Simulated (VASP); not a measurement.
# Vibrations of Sb: a test of the settings, part 2 of 2

How far do the zone-centre frequencies of Sb depend on the numerical settings? The starting structure is a measured crystal structure from the Crystallography Open Database.

VASP 6.6.1.

Results so far: reference A1g 142.8 cm⁻¹; a 7×7×7 mesh A1g 142.1 cm⁻¹; a cutoff of 170 eV A1g 143.2 cm⁻¹.

## (5) Modes with a 16×16×16 mesh

Level of this step: LDA; plane waves and PAW (Sb) (VASP).

Against step 2 the input has a 16×16×16 mesh.

File INCAR:

```
SYSTEM = Sb
PREC = Accurate
ENCUT = 450
EDIFF = 1E-08
NELM = 100
ISMEAR = 1
SIGMA = 0.15
LREAL = .FALSE.
ALGO = Normal
GGA = CA
NBANDS = 11
LORBIT = 11
LWAVE = .FALSE.
LCHARG = .FALSE.
KPAR = 2
IBRION = 8
ISIF = 2
```

File POSCAR:

```
Sb
1.0
    2.1512680898      1.2420352108      3.6473188251
   -2.1512680898      1.2420352108      3.6473188251
    0.0000000000     -2.4840704215      3.6473188251
Sb
2
Direct
    0.7635730203      0.7635730203      0.7635730203
    0.2364269797      0.2364269797      0.2364269797
```

File KPOINTS:

```
Automatic mesh
0
Gamma
16 16 16
0 0 0
```

PAW data sets: Sb (LDA family, release 64).

Started as:

```console
mpirun -np 2 vasp_std
```

What it wrote:

```text
[... set-up lines as in an earlier step ...]
 entering main loop
       N       E                     dE             d eps       ncg     rms          rms(c)
DAV:   1     0.337648733559E+02    0.33765E+02   -0.32951E+03  9174   0.637E+02
DAV:   2    -0.782590041875E+01   -0.41591E+02   -0.40314E+02 12486   0.110E+02
DAV:   3    -0.963430577231E+01   -0.18084E+01   -0.17847E+01 11140   0.262E+01
DAV:   4    -0.965037495770E+01   -0.16069E-01   -0.16062E-01 10316   0.297E+00
[...]
DAV:  10    -0.962653512747E+01    0.37350E-06   -0.18051E-06 10320   0.741E-03    0.917E-04
DAV:  11    -0.962653516159E+01   -0.34123E-07   -0.16074E-07 10482   0.251E-03    0.370E-04
DAV:  12    -0.962653516238E+01   -0.78819E-09   -0.10123E-08  6330   0.560E-04
   1 F= -.96265352E+01 E0= -.96267911E+01  d E =0.767787E-03
 Linear response reoptimize wavefunctions to high precision
DAV:   1    -0.962653516263E+01   -0.25068E-09   -0.18134E-09  8174   0.291E-04
DAV:   2    -0.962653516264E+01   -0.61959E-11   -0.14031E-10  5250   0.884E-05
 Linear response DOF=           2
 Linear response progress:
[...]
RMM:   7    -0.257480361241E-01    0.86577E-06   -0.12624E-07 78183   0.237E-04    0.900E-05
RMM:   8    -0.257479995882E-01    0.36536E-07   -0.79538E-08 79856   0.497E-05    0.207E-05
RMM:   9    -0.257479921108E-01    0.74774E-08   -0.18614E-08 79311   0.149E-05    0.190E-06
 first order change of Fermi-energy  -0.16299E-04
 force on displaced ion       1 direction 1 :  -1.737  -0.000  -0.000
 Linear response progress:
  Degree of freedom:   2/  2
       N       E                     dE             d eps       ncg     rms          rms(c)
RMM:   1    -0.270684825375E-01   -0.27068E-01    0.14198E-02 18142   0.122E+00
RMM:   2    -0.257852381619E-01    0.12832E-02   -0.17410E-03 14346   0.263E-01    0.482E-02
RMM:   3    -0.256939896186E-01    0.91249E-04   -0.45698E-05 15253   0.451E-02    0.289E-02
RMM:   4    -0.256320706612E-01    0.61919E-04   -0.25441E-05 14888   0.249E-02    0.690E-03
[...]
RMM:   8    -0.256415698854E-01   -0.24784E-07   -0.28160E-09 15926   0.568E-05    0.264E-05
RMM:   9    -0.256415852359E-01   -0.15350E-07    0.21461E-10 15999   0.218E-05    0.159E-05
RMM:  10    -0.256415852468E-01   -0.10939E-10   -0.40332E-10 16089   0.917E-06    0.281E-06
 first order change of Fermi-energy   0.44755E+00
 force on displaced ion       1 direction 3 :   0.000  -0.000  -4.407
 Linear response finished
```

Run time: 16 min. Hardware: 2 MPI ranks of AMD EPYC 7R43, shared host; peak memory 3.7 GiB.

Parts of OUTCAR (step 5):

```text
  Total       -0.0072344     -0.0072344      0.0138326      0.0000000      0.0000000      0.0000000
  in kB       -0.1982253     -0.1982253      0.3790198      0.0000000      0.0000000      0.0000000
  external PRESSURE =      -0.0058103 kB  Pullay stress =       0.0000000 kB

 POSITION                                       TOTAL-FORCE (eV/Angst)
 -----------------------------------------------------------------------------------
      0.00000      0.00000      8.35498         0.000000     -0.000000     -0.025655
      0.00000      0.00000      2.58697         0.000000      0.000000      0.025655
 -----------------------------------------------------------------------------------
    total drift:                                0.000000      0.000000      0.000000

[... 1 part as in an earlier step ...]

[... 1 further part left out ...]
```

With a 16×16×16 mesh the modes are A1g 140.3, Eg 88.1 cm⁻¹; the largest shift is -2.5 cm⁻¹, in A1g, from the reference.

## (6) Modes with finite displacements

Against step 2 the input has IBRION = 6, NFREE = 2 and POTIM = 0.015 (also changed: NSW).

INCAR: that of step 5 with these lines changed.

```diff
@@ -15,3 +15,6 @@
 KPAR = 2
-IBRION = 8
+IBRION = 6
+NFREE = 2
+POTIM = 0.015
+NSW = 1
 ISIF = 2
```

POSCAR is that of step 5.

File KPOINTS:

```
Automatic mesh
0
Gamma
12 12 12
0 0 0
```

Started as:

```console
mpirun -np 2 vasp_std
```

What it wrote:

```text
[... set-up lines as in an earlier step ...]
 entering main loop
       N       E                     dE             d eps       ncg     rms          rms(c)
[... 12 cycles as in an earlier step ...]
   1 F= -.96286006E+01 E0= -.96290274E+01  d E =0.128026E-02
[...]
2 F= -.96283966E+01 E0= -.96288134E+01  d E =0.125038E-02
[...]
3 F= -.96283966E+01 E0= -.96288134E+01  d E =0.125038E-02
[...]
4 F= -.96280534E+01 E0= -.96284515E+01  d E =0.119431E-02
[...]
5 F= -.96281215E+01 E0= -.96285437E+01  d E =0.126659E-02
 Finite differences progress:
  Degree of freedom:   2/  2
  Displacement:        2/  2
  Total:               4/  4
```

Run time: 5.8 min. Hardware: 2 MPI ranks; peak memory 1.3 GiB; 12 min of CPU time.

OUTCAR, selected parts (step 6):

```text
  Total       -0.0512013     -0.0512013     -0.0905810      0.0000000     -0.0000000      0.0000000
  in kB       -1.4029362     -1.4029362     -2.4819559      0.0000000     -0.0000000      0.0000000
  external PRESSURE =      -1.7626095 kB  Pullay stress =       0.0000000 kB

 POSITION                                       TOTAL-FORCE (eV/Angst)
 -----------------------------------------------------------------------------------
      0.00000      0.00000      8.33998         0.000000      0.000000      0.064868
      0.00000      0.00000      2.58697         0.000000     -0.000000     -0.064868
 -----------------------------------------------------------------------------------
    total drift:                               -0.000000      0.000000      0.000099

  FREE ENERGIE OF THE ION-ELECTRON SYSTEM (eV)
  ---------------------------------------------------
  free  energy   TOTEN  =        -9.6281215253 eV

  energy  without entropy=       -9.6293881107  energy(sigma->0) =       -9.62854372

[... 2 parts as in an earlier step ...]

[... 1 further part left out ...]
[key lines of the parts left out:]
E-fermi :   7.4571
```

The last energy, forces and stress in OUTCAR belong to the last displaced cell, not to that of POSCAR.

With finite displacements the modes are A1g 142.7, Eg 90.0 cm⁻¹; the largest shift is -0.1 cm⁻¹, in A1g, from the reference.

## (7) The runs compared

```
                 run    A1g    Eg                method  core minutes
           reference  142.8  90.0   perturbation theory          13.9
        a 7×7×7 mesh  142.1  85.6   perturbation theory           3.0
  a cutoff of 170 eV  143.2  91.0   perturbation theory          4.33
     a 16×16×16 mesh  140.3  88.1   perturbation theory          32.2
finite displacements  142.7  90.0  finite displacements          11.6
```

Modes are in cm⁻¹, degenerate ones as one, matched between runs by symmetry and order. A number in brackets counts the listed modes of one symmetry from the lowest. The symmetry labels come from an automatic analysis and can be wrong where levels nearly coincide. Core minutes are wall time times ranks of the run shown, on a shared host.

## (8) Outcome

```
A1g, reference            : 142.8 cm⁻¹
Eg, reference             : 90.0 cm⁻¹
A1g, a 7×7×7 mesh         : 142.1 cm⁻¹
Eg, a 7×7×7 mesh          : 85.6 cm⁻¹
A1g, a cutoff of 170 eV   : 143.2 cm⁻¹
Eg, a cutoff of 170 eV    : 91.0 cm⁻¹
A1g, a 16×16×16 mesh      : 140.3 cm⁻¹
Eg, a 16×16×16 mesh       : 88.1 cm⁻¹
A1g, finite displacements : 142.7 cm⁻¹
Eg, finite displacements  : 90.0 cm⁻¹
```

The largest change comes with a 7×7×7 mesh: -4.4 cm⁻¹ in Eg. On finer settings the modes change by up to -2.5 cm⁻¹ in A1g with a 16×16×16 mesh. Other changes move the modes by more: -4.4 cm⁻¹ in Eg with a 7×7×7 mesh. Further runs on this material are not shown.

[Lines on the potential files, build, host, timing and source positions are cut from VASP's logs without a mark.]

[Logs are printed without paths, hosts, clocks, repeated set-up lines and the standing remarks that a program may print on its own settings, such as how far it seeks lower states.]

[Hosts, paths, dates, database ids (printed as entryN), source tags and the programs' standing remarks are cut or masked in the printed files.]
